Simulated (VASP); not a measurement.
```xyz
1
Lattice="-2.2276 2.2276 2.2276 2.2276 -2.2276 2.2276 2.2276 2.2276 -2.2276" Properties=species:S:1:pos:R:3 pbc="T T T"
Eu     0.0000     0.0000     0.0000
```

All values below come from PBE GGA, VASP's PBE PAW potentials (set 64) (plane waves; VASP). Run with 400 eV cut-off, 10×10×10 Γ-centred mesh, first-order Methfessel-Paxton smearing of 0.10 eV, potentials Eu_2.

The 4f electrons are frozen in the core of the lanthanide potential, so 4f levels, which can set the real gap, and their magnetism are missing.

Q: Estimate the energy per atom (σ→0), band gap (on the k-mesh) with the smallest direct gap where there is one.

A: 
```yaml
band gap (on the k-mesh): none (metal, semimetal or under 0.01 eV)
energy per atom (σ→0): -1860 meV/atom
```

The absolute energy has meaning only against runs of the same code, potentials and settings.

The compound is Eu in the bcc structure. It was relaxed first, which changed the volume by -8 %. The start is the result of an earlier pass.
